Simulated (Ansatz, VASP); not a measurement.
# Be72H143 (V_H1) in two plane-wave programs, part 2 of 2

Aim: how closely do two programs agree when they are given the same cell, functional and k mesh? The cell is taken from a series of runs on this material, whose earlier steps may have relaxed, scaled, displaced or heated it; both programs get it as it stands.

VASP 6.6.1 and Ansatz 0.2.0.

So far: Starting point; Ansatz: single point, PBEsol.

## (3) VASP: single point, PBEsol

Level of this step: PBEsol; plane waves and PAW (Be, H) (VASP).

The same cell, functional, mesh and smearing now go to VASP, with its own data sets.

Lines of VASP's logs that name or quote its potential files are left out, and so is its time.

The input, INCAR:

```
SYSTEM = Be72H143
PREC = Accurate
ENCUT = 520
EDIFF = 1E-06
NELM = 120
ISMEAR = -1
SIGMA = 0.01
LREAL = Auto
ALGO = Normal
GGA = PS
NELECT = 286
NBANDS = 293
LORBIT = 11
LWAVE = .FALSE.
LCHARG = .FALSE.
ISIF = 2
LASPH = .TRUE.
GGA_COMPAT = .FALSE.
EFERMI = MIDGAP
```

The input, POSCAR:

```
Be72H143
1.0
   11.9799784523      0.0000000000      0.0000000000
    3.9933261508     -8.7573595481      7.5377721599
    3.9933261508     -8.7573595481     -7.5377721599
Be H
72 143
Direct
    0.1669674401      0.1245362564      0.3745888590
    0.1666945500      0.3746551298      0.1250204787
[... 24 atom lines left out ...]
    0.5909061951      0.4181859581      0.4176924194
[... 1 atom line left out ...]
    0.4820607674      0.3336238488      0.3345847832
[... 2 atom lines left out ...]
    0.5003709297      0.3747418996      0.6242020595
[... 4 atom lines left out ...]
    0.4942572258      0.6265272253      0.3776764489
[... 2 atom lines left out ...]
    0.5175055208      0.6636775440      0.1672258442
    0.4856476557      0.8312052084      0.3346891663
[... 4 atom lines left out ...]
    0.5164727975      0.6658951937      0.6655351321
[... 1 atom line left out ...]
    0.4057540493      0.5839695064      0.5812602610
[... 1 atom line left out ...]
    0.8342782463      0.3754061264      0.1241361638
    0.9285463217      0.4173743147      0.4154683188
[... 1 atom line left out ...]
    0.8139346404      0.3399725729      0.3327469663
[... 7 atom lines left out ...]
    0.8333191617      0.6255789694      0.3746995338
[... 2 atom lines left out ...]
    0.8502166335      0.6658624155      0.1657596408
[... 1 atom line left out ...]
    0.7386073770      0.5840392502      0.0833196080
[... 5 atom lines left out ...]
    0.7377468070      0.5843407144      0.5838774086
[... 33 atom lines left out ...]
    0.2761990288      0.5319715363      0.3781444334
[... 6 atom lines left out ...]
    0.3080293364      0.6561026391      0.6617913301
[... 7 atom lines left out ...]
    0.5496248953      0.3704520549      0.2182932451
    0.5493699974      0.2178562417      0.3731642917
[... 3 atom lines left out ...]
    0.4768908428      0.4124115330      0.4084849617
[... 6 atom lines left out ...]
    0.5496886661      0.3727847225      0.7171809578
[... 1 atom line left out ...]
    0.3909933680      0.4676337026      0.6184133558
    0.6113637472      0.3758891647      0.5310289770
[... 6 atom lines left out ...]
    0.4493144092      0.2820037912      0.6290441503
[... 1 atom line left out ...]
    0.5509605776      0.8712811795      0.2186833859
    0.5551429381      0.7128487671      0.3684260260
[... 2 atom lines left out ...]
    0.6411256646      0.6583365302      0.1601625221
[... 1 atom line left out ...]
    0.3614259288      0.8375955775      0.3417965980
    0.5201138591      0.5901334357      0.0899326829
    0.3820792421      0.6315768115      0.4690104465
    0.4496231742      0.7804994353      0.1316972481
    0.4523743198      0.6211562551      0.2825759915
[... 4 atom lines left out ...]
    0.6400924517      0.6602512867      0.6591808462
[... 2 atom lines left out ...]
    0.5207816345      0.5918242506      0.5873918851
[... 4 atom lines left out ...]
    0.8849165408      0.3725066111      0.2166482832
    0.8760197551      0.2228073421      0.3741099526
    0.7245928434      0.4677941506      0.1187814422
[... 2 atom lines left out ...]
    0.8120875173      0.4150390306      0.4079397038
    0.6899448159      0.3584376726      0.3307278161
[... 7 atom lines left out ...]
    0.7228666020      0.4682424447      0.6218566783
[... 15 atom lines left out ...]
    0.6932868213      0.8397713121      0.3407861443
    0.8537991176      0.5901404207      0.0901455920
    0.7233698976      0.6217102598      0.4675923815
    0.9438211369      0.5332599482      0.3783919451
[... 1 atom line left out ...]
    0.7831443251      0.6283506941      0.2819913658
[... 11 atom lines left out ...]
    0.7828438982      0.6288874793      0.7819020183
```

The input, KPOINTS:

```
Automatic mesh
0
Gamma
1 1 1
0 0 0
```

PAW data sets: Be and H (PBE family, release 64).

Run with:

```
$ export OMP_NUM_THREADS=3
$ mpirun -np 1 vasp_gam
```

Numbers of over 12 decimals in the logs are rounded to 6 here.

The program printed:

```text
[banner, memory and clock lines left out]
running    1 mpi-ranks, on    1 nodes
[...]
Offloading initialized ...    1 GPUs detected
[...]
|                                                                             |
|               ----> ADVICE to this user running VASP <----                  |
|                                                                             |
|     You enforced a specific xc type in the INCAR file but a different       |
|     [... a line on the potential file left out ...]
|     I HOPE YOU KNOW WHAT YOU ARE DOING!                                     |
|                                                                             |

 LDA part: xc-table for (Slater+PW92), standard interpolation
 POSCAR, INCAR and KPOINTS ok, starting setup
[...]
entering main loop
       N       E                     dE             d eps       ncg     rms          rms(c)
DAV:   1     0.982809322831E+03    0.98281E+03   -0.11873E+05   586   0.860E+02
DAV:   2    -0.581868619661E+03   -0.15647E+04   -0.12925E+04   868   0.182E+02
DAV:   3    -0.798566028354E+03   -0.21670E+03   -0.21218E+03   748   0.577E+01
DAV:   4    -0.803278937323E+03   -0.47129E+01   -0.47001E+01   756   0.885E+00
DAV:   5    -0.803302894703E+03   -0.23957E-01   -0.23951E-01   732   0.740E-01BRMIX: very serious problems
 the old and the new charge density differ
 old charge density:   287.00000 new  286.00000
    0.363E+01
DAV:   6    -0.776266165799E+03    0.27037E+02   -0.91664E+00   676   0.384E+00    0.204E+01
DAV:   7    -0.764074761282E+03    0.12191E+02   -0.18693E+01   708   0.585E+00    0.227E+00
DAV:   8    -0.764312911062E+03   -0.23815E+00   -0.17763E+00   676   0.175E+00    0.104E+00
DAV:   9    -0.764315637501E+03   -0.27264E-02   -0.97660E-02   756   0.434E-01    0.562E-01
[...]
DAV:  13    -0.764320655136E+03   -0.17902E-04   -0.16522E-04   716   0.230E-02    0.780E-03
DAV:  14    -0.764320662031E+03   -0.68947E-05   -0.66605E-05   724   0.104E-02    0.700E-03
DAV:  15    -0.764320661754E+03    0.27693E-06   -0.13189E-06   604   0.319E-03
   1 F= -.76432066E+03 E0= -.76432066E+03  d E =0.000000E+00
```

From OUTCAR (step 3):

```text
  FREE ENERGIE OF THE ION-ELECTRON SYSTEM (eV)
  ---------------------------------------------------
  free  energy   TOTEN  =      -764.3206617537 eV

  energy  without entropy=     -764.3206617537  energy(sigma->0) =     -764.32066175
```

The run ends at a pressure of -0.28 GPa, with forces up to 2.4 eV/Å.

## (4) Side by side

Known differences besides the potentials themselves: the cutoff is 420 eV in Ansatz and 520 eV in VASP (PREC = Accurate, projectors in real space); Ansatz makes its cores anew for this functional, VASP keeps those of its PBE data sets. Total energies have different zeros and are not compared.

Both answers:

| quantity | Ansatz | VASP | difference |
| --- | --- | --- | --- |
| gap on the k mesh (eV) | 1.265 | 1.264 | +0.001 |

Forces on 8 of the 215 atoms, those with the largest forces and the largest differences (eV/Å; atoms numbered as in POSCAR):

| atom | Ansatz x, y, z | VASP x, y, z |
| --- | --- | --- |
| Be27 | 0.037, 1.398, -1.954 | 0.041, 1.389, -1.943 |
| Be29 | -0.376, 0.526, 0.194 | -0.376, 0.525, 0.193 |
| Be37 | -0.870, -1.404, 1.767 | -0.861, -1.397, 1.759 |
| Be40 | 0.116, 0.322, 0.391 | 0.116, 0.321, 0.390 |
| Be41 | 0.122, -0.258, 0.426 | 0.123, -0.258, 0.425 |
| H126 | 0.340, -0.594, 0.361 | 0.330, -0.601, 0.361 |
| H153 | 0.148, 0.301, -0.223 | 0.134, 0.297, -0.221 |
| H155 | 0.160, 0.082, -0.509 | 0.148, 0.085, -0.511 |

The forces differ by 5.7 meV/Å r.m.s., which is 3.5 % of the r.m.s. force of 0.160 eV/Å (both taken over all components). A gap on the mesh is an upper bound, since the band edges may lie between its points. The cell carries a charge of +1 e against a uniform background, so its pressure also hangs on how the neutralising background is counted, and in a defect's cell a gap may be the spacing between its levels.

## (5) What came out

```yaml
r_m_s_force_difference_single_point_pbesol: 5.7 meV/Å
```

What this shows: The r.m.s. force difference is 5.7 meV/Å (single point, PBEsol), within the 12 meV/Å picked in this series as the mark of a large difference. How closely two codes agree says nothing of how well the functional describes the real material.

[Lines on the potential files, build, host, timing and source positions are cut from VASP's logs without a mark.]

[Logs are printed without paths, hosts, clocks, repeated set-up lines and the standing remarks that a program may print on its own settings, such as how far it seeks lower states.]

[Hosts, paths, dates, database ids (printed as entryN), source tags and the programs' standing remarks are cut or masked in the printed files.]
